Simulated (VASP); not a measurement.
Input:

```
CELL_PARAMETERS angstrom
      0.00000     2.33721     2.33721
      2.33721     0.00000     2.33721
      2.33721     2.33721     0.00000
ATOMIC_POSITIONS crystal
  Li 0.25000 0.25000 0.25000
  Li 0.75000 0.75000 0.75000
  O  0.00000 0.00000 0.00000
```

All values below come from PBEsol GGA, VASP's PBE PAW potentials (set 64) (plane waves; VASP 6.6.1). Settings: 520 eV cut-off, 10×10×10 Γ-centred mesh, Gaussian smearing of 0.050 eV, potentials Li_sv O.

Give the stress tensor in GPa (positive for a compressed cell).

```
-4.36   0.00   0.00
 0.00  -4.36   0.00
 0.00   0.00  -4.36
```
The pressure is its mean diagonal, -4.36 GPa.

The compound is Li2O in the antifluorite structure. This cell is one point of a volume scan, at 1.06 of the reference volume.
